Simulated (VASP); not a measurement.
# SiB (Pnma) in VASP: a series of runs, part 2 of 2

VASP 6.6.1. The steps go on from the part before.

## (4) Relaxation of cell and atoms, PBE

File INCAR:

```
ALGO     = Normal         # electronic algorithm
EDIFF    = 1E-6           # SCF threshold, eV
EDIFFG   = -0.01          # ionic threshold
ENCUT    = 520            # plane-wave cutoff, eV
GGA      = PE             # functional
IBRION   = 2              # ionic algorithm
ISIF     = 3              # what is computed and relaxed
ISMEAR   = 0              # smearing method
KPAR     = 4            
LASPH    = True           # aspherical terms in the spheres
LCHARG   = False          # write CHGCAR
LREAL    = False          # projectors in reciprocal space
LWAVE    = False          # write WAVECAR
NELM     = 120            # most SCF steps
NSW      = 90             # ionic steps
PREC     = Accurate       # precision mode
SIGMA    = 0.1            # smearing width, eV
```

File KPOINTS:

```
k-points
0
Gamma
  6 10 8
```

File POSCAR:

```
SiB
1.0
    6.2890000000      0.0000000000      0.0000000000
    0.0000000000      2.9720000000      0.0000000000
    0.0000000000      0.0000000000      4.2900000000
Si B
4 4
Direct
    0.8315710000      0.7500000000      0.9944055900
    0.1684290000      0.2500000000      0.0055944100
    0.6684290000      0.2500000000      0.4944055900
    0.3315710000      0.7500000000      0.5055944100
    0.9220464300      0.7500000000      0.5055944100
    0.0779535700      0.2500000000      0.4944055900
    0.4220464300      0.7500000000      0.9944055900
    0.5779535700      0.2500000000      0.0055944100
```

Run with:

```sh
> cat potpaw_PBE.64/Si/POTCAR potpaw_PBE.64/B/POTCAR > POTCAR
> mpirun -np 4 vasp_std > vasp.out
```

Wall time 12 min (4 MPI ranks of Intel Xeon Platinum 8559C (Emerald Rapids), shared host); peak memory 0.3 GiB.

Results (log left out):

```yaml
Free_energy: -46.0405 eV
Relaxed_volume: 11.05 Å³/atom
Relaxed_cell: a = 5.245 Å, b = 2.977 Å, c = 5.659 Å, α = 90.00°, β = 90.00°, γ = 90.00°
Space_group_after_relaxing_to_0.05_Å: Pnma (No. 62)
Energy_gained_by_relaxing: 218.4 meV/atom
Ionic_steps: 75
Pressure_after_relaxing: 0.0 GPa
Largest_force_after_relaxing: 0.008 eV/Å
Band_gap_on_the_k_mesh: none (metal or under the smearing width)
```

Forces on the atoms (eV/Å):
```
Si  -0.002  0.000  0.008
Si   0.002  0.000 -0.008
Si   0.002  0.000  0.008
Si  -0.002  0.000 -0.008
B    0.000  0.000  0.007
B    0.000  0.000 -0.007
B    0.000  0.000 -0.007
B    0.000  0.000  0.007
```

Step by step:
```
step  energy change (eV)  largest force (eV/Å)  pressure (GPa)  volume (Å³)
   1              0.0000                0.3355            0.68        80.18
   3             -0.1326                0.3514           -2.38        81.72
   5             -0.2120                0.2821            0.63        80.33
   7             -0.2357                0.1465            0.44        80.70
   9             -0.2411                0.0740            0.15        81.05
  11             -0.2444                0.0518           -0.18        81.43
  13             -0.2474                0.0407            0.32        81.50
  15             -0.2480                0.0233            0.02        81.79
  17             -0.2482                0.0222           -0.03        81.80
  19             -0.2483                0.0833           -0.39        81.88
  21             -0.2486                0.0503           -0.24        81.84
  23             -0.2490                0.0587           -0.20        81.80
  25             -0.2509                0.1001           -0.03        81.65
  27             -0.2517                0.2537            0.89        81.04
  29             -0.2539                0.1991            0.50        81.27
  31             -0.2545                0.2085            0.56        81.23
  33             -0.2554                0.2493            0.89        81.09
  35             -0.2612                0.2615            0.99        81.14
  37             -0.2727                0.3192            1.86        81.38
  39             -0.2801                0.3100            1.63        81.42
  41             -0.3460                0.4075            2.19        82.30
  43              0.2792                3.5321            9.10        85.76
  45             -0.4001                1.0563            3.95        83.62
  47             -0.4249                1.3185            4.39        84.18
  49             -0.4241                1.4107            4.54        84.34
  51             -0.5068                1.4055            4.25        84.74
  53             -0.8399                1.4242            3.01        86.48
  55             -1.0828                1.7826            0.37        89.65
  57             -1.5915                0.4136           -1.44        90.09
  59             -1.6206                0.4522           -1.12        89.86
  61             -1.6563                0.5671            2.51        87.40
  63             -1.7110                0.2904            0.44        88.40
  65             -1.7353                0.1494           -0.16        88.42
  67             -1.7413                0.0692            0.10        88.28
  69             -1.7445                0.0539           -0.03        88.41
  71             -1.7462                0.0345           -0.30        88.56
  73             -1.7473                0.0193            0.09        88.33
  75             -1.7474                0.0079            0.05        88.36
```

Final structure:
```
Si B
1.0
     5.24520    0.00000    0.00000
     0.00000    2.97699    0.00000
     0.00000    0.00000    5.65879
Si B
4 4
Direct
  0.83109 0.75000 0.09371
  0.16891 0.25000 0.90629
  0.66891 0.25000 0.59371
  0.33109 0.75000 0.40629
  0.93037 0.75000 0.44438
  0.06963 0.25000 0.55562
  0.43037 0.75000 0.05562
  0.56963 0.25000 0.94438
```

Levels at points of the mesh, in eV from the Fermi level:
```csv
k point,band 12,band 13,band 14,band 15,band 16,band 17
"(0.00, 0.00, 0.00)",-0.22,2.71,2.96,3.01,4.08,4.14
"(0.50, 0.00, 0.00)",-1.83,0.30,0.30,2.97,2.97,3.30
"(0.00, 0.50, 0.00)",-4.51,-2.28,-2.28,-1.44,-1.44,0.71
"(0.50, 0.50, 0.00)",-4.33,-0.81,-0.81,-0.81,-0.81,3.27
"(0.00, 0.00, 0.50)",-2.42,1.52,1.52,3.48,3.48,3.83
"(0.50, 0.00, 0.50)",-2.35,-1.76,-1.76,2.48,2.48,4.25
"(0.00, 0.50, 0.50)",-4.34,-2.33,-2.33,-0.03,-0.03,1.98
"(0.50, 0.50, 0.50)",-2.71,-0.35,-0.35,-0.35,-0.35,2.17
```

## (5) Relaxation of cell and atoms, PBE

This run uses another cell than the first one, of 11.05 Å³/atom, 1.102 times its volume.

INCAR, as its differences from that of step 4:

```diff
@@ -1,4 +1,4 @@
 ALGO     = Normal         # electronic algorithm
-EDIFF    = 1E-6           # SCF threshold, eV
-EDIFFG   = -0.01          # ionic threshold
+EDIFF    = 1E-7           # SCF threshold, eV
+EDIFFG   = -0.005         # ionic threshold
 ENCUT    = 520            # plane-wave cutoff, eV
@@ -14,3 +14,4 @@
 NELM     = 120            # most SCF steps
-NSW      = 90             # ionic steps
+NSW      = 60             # ionic steps
+POTIM    = 0.3            # step
 PREC     = Accurate       # precision mode
```

KPOINTS is that of step 4.

File POSCAR:

```
SiB                                     
1.0
    5.2452009974      0.0000000000      0.0000000000
    0.0000000000      2.9769923199     -0.0000000000
    0.0000000000     -0.0000000000      5.6587852952
  Si              B             
     4     4
Direct
     0.8310939627743527    0.7500000000000000    0.0937094346549895
     0.1689060372256476    0.2500000000000000    0.9062905653450105
     0.6689060372256475    0.2500000000000000    0.5937094346549894
     0.3310939627743525    0.7500000000000000    0.4062905653450109
     0.9303710729455903    0.7500000000000000    0.4443772424304240
     0.0696289270544093    0.2500000000000000    0.5556227575695760
     0.4303710729455905    0.7500000000000000    0.0556227575695761
     0.5696289270544097    0.2500000000000000    0.9443772424304240
```

Potentials or basis: VASP PAW PBE potentials, release 64 (Si, B).

Run with:

```sh
> cat potpaw_PBE.64/Si/POTCAR potpaw_PBE.64/B/POTCAR > POTCAR
> mpirun -np 4 vasp_std > vasp.out
```

OUTCAR:

```text
EDIFF = 1E-7
   EDIFFG = -0.005
   ENCUT = 520
   GGA = PE
   IBRION = 2
   ISIF = 3
   ISMEAR = 0
   LASPH = True
   LREAL = False
   NELM = 120
   NSW = 60
   POTIM = 0.3
   PREC = Accurate

 ion  position               nearest neighbor table
   1  0.831  0.750  0.094-   5 2.05   7 2.11   8 2.19   8 2.19   2 2.55   2 2.55
   2  0.169  0.250  0.906-   6 2.05   8 2.11   7 2.19   7 2.19   1 2.55   1 2.55
   3  0.669  0.250  0.594-   8 2.05   6 2.11   5 2.19   5 2.19   4 2.55   4 2.55
   4  0.331  0.750  0.406-   7 2.05   5 2.11   6 2.19   6 2.19   3 2.55   3 2.55
   5  0.930  0.750  0.444-   6 1.77   6 1.77   1 2.05   4 2.11   3 2.19   3 2.19
   6  0.070  0.250  0.556-   5 1.77   5 1.77   2 2.05   3 2.11   4 2.19   4 2.19
   7  0.430  0.750  0.056-   8 1.77   8 1.77   4 2.05   1 2.11   2 2.19   2 2.19
   8  0.570  0.250  0.944-   7 1.77   7 1.77   3 2.05   2 2.11   1 2.19   1 2.19

  LATTYP: Found a simple orthorhombic cell.
 ALAT       =     2.9769923199
 B/A-ratio  =     1.7619128415
 C/A-ratio  =     1.9008397359

  Lattice vectors:

 A1 = (   0.0000000000,  -2.9769923199,   0.0000000000)
 A2 = (   5.2452009974,   0.0000000000,   0.0000000000)
 A3 = (   0.0000000000,   0.0000000000,   5.6587852952)

Analysis of symmetry for initial positions (statically):
[... 194 lines left out ...]
  FORCE on cell =-STRESS in cart. coord.  units (eV):
  Direction    XX          YY          ZZ          XY          YZ          ZX
  --------------------------------------------------------------------------------------
  -------------------------------------------------------------------------------------
  Total       -0.0176389      0.0367408      0.2053792      0.0000000      0.0000000      0.0000000
  in kB       -0.3198302      0.6661877      3.7239507      0.0000000      0.0000000      0.0000000
  external PRESSURE =       1.3567694 kB  Pullay stress =       0.0000000 kB
[... 323 lines left out ...]
--------------------------------------- Ionic step        9  -------------------------------------------

 number of electron      28.0000002 magnetization

 Free energy of the ion-electron system (eV)
  ---------------------------------------------------
  ext. energy  EPLUGINS =         0.00000000
  ---------------------------------------------------
  free energy    TOTEN  =       -46.05244996 eV

  energy without entropy =      -46.04281716  energy(sigma->0) =      -46.04763356

 E-fermi :   8.5922     XC(G=0): -11.1941

 val. band max:        8.5776084014   @ k =   0.5000   0.3000   0.3750
 cond. band min:       8.5930559762   @ k =   0.1667   0.2000   0.3750
 fundamental gap:      0.0154475749
 Fermi energy:         8.5922114165

 k-point     1 :       0.0000    0.0000    0.0000
  band No.  band energies     occupation
      1      -6.2765      2.00000
      2      -3.6162      2.00000
      3      -1.4730      2.00000
      4      -0.9304      2.00000
      5      -0.7005      2.00000
      6       1.4464      2.00000
[... 505 lines left out ...]
      6       1.7205      2.00000
[... 11 lines left out ...]
     18      11.8720      0.00000
     19      11.8720      0.00000

 [... further k-points ...]
[... 5 lines left out ...]
  --------------------------------------------------------------------------------------
  -------------------------------------------------------------------------------------
  Total        0.0140843      0.0358679     -0.0049733      0.0000000      0.0000000      0.0000000
  in kB        0.2551549      0.6497935     -0.0900972      0.0000000      0.0000000      0.0000000
  external PRESSURE =       0.2716170 kB  Pullay stress =       0.0000000 kB
[... 23 lines left out ...]
  FREE ENERGIE OF THE ION-ELECTRON SYSTEM (eV)
  ---------------------------------------------------
  free  energy   TOTEN  =       -46.0524499586 eV

  energy  without entropy=      -46.0428171590  energy(sigma->0) =      -46.04763356

 reached required accuracy - stopping structural energy minimisation
```

Wall time 1.8 min (4 MPI ranks of Intel Xeon Platinum 8559C (Emerald Rapids), shared host); peak memory 0.31 GiB.

What came out:

```yaml
Free_energy: -46.0524 eV
Relaxed_volume: 11.05 Å³/atom
Relaxed_cell: a = 5.240 Å, b = 2.977 Å, c = 5.670 Å, α = 90.00°, β = 90.00°, γ = 90.00°
Space_group_after_relaxing_to_0.05_Å: Pnma (No. 62)
Energy_gained_by_relaxing: 0.0 meV/atom
Ionic_steps: 9
Pressure_after_relaxing: 0.0 GPa
Largest_force_after_relaxing: 0.003 eV/Å
Band_gap_on_the_k_mesh: none (metal or under the smearing width)
```

Forces on the atoms (eV/Å):
```
Si   0.003  0.000  0.001
Si  -0.003  0.000 -0.001
Si  -0.003  0.000  0.001
Si   0.003  0.000 -0.001
B    0.002  0.000 -0.001
B   -0.002  0.000  0.001
B    0.002  0.000  0.001
B   -0.002  0.000 -0.001
```

The path:
| step | energy change (eV) | largest force (eV/Å) | pressure (GPa) | volume (Å³) |
| --- | --- | --- | --- | --- |
| 1 | 0.0000 | 0.0111 | 0.14 | 88.36 |
| 2 | -0.0001 | 0.0160 | 0.02 | 88.43 |
| 3 | -0.0001 | 0.0218 | -0.10 | 88.50 |
| 4 | -0.0001 | 0.0201 | -0.06 | 88.48 |
| 5 | -0.0002 | 0.0135 | -0.04 | 88.47 |
| 6 | -0.0002 | 0.0086 | -0.02 | 88.46 |
| 7 | -0.0002 | 0.0103 | -0.01 | 88.46 |
| 8 | -0.0003 | 0.0054 | 0.01 | 88.45 |
| 9 | -0.0003 | 0.0032 | 0.03 | 88.44 |

Final structure:
```
Si B
1.0
     5.24030    0.00000    0.00000
     0.00000    2.97668    0.00000
     0.00000    0.00000    5.66960
Si B
4 4
Direct
  0.83134 0.75000 0.09422
  0.16866 0.25000 0.90578
  0.66866 0.25000 0.59422
  0.33134 0.75000 0.40578
  0.93033 0.75000 0.44448
  0.06967 0.25000 0.55552
  0.43033 0.75000 0.05552
  0.56967 0.25000 0.94448
```

Levels at points of the mesh, in eV from the Fermi level:
```csv
k point,band 12,band 13,band 14,band 15,band 16,band 17
"(0.00, 0.00, 0.00)",-0.26,2.71,2.95,2.99,4.10,4.14
"(0.50, 0.00, 0.00)",-1.82,0.29,0.29,2.97,2.97,3.27
"(0.00, 0.50, 0.00)",-4.51,-2.27,-2.27,-1.45,-1.45,0.71
"(0.50, 0.50, 0.00)",-4.33,-0.80,-0.80,-0.80,-0.80,3.28
"(0.00, 0.00, 0.50)",-2.43,1.50,1.50,3.48,3.48,3.85
"(0.50, 0.00, 0.50)",-2.35,-1.75,-1.75,2.48,2.48,4.25
"(0.00, 0.50, 0.50)",-4.33,-2.35,-2.35,-0.06,-0.06,1.97
"(0.50, 0.50, 0.50)",-2.72,-0.35,-0.35,-0.35,-0.35,2.15
```
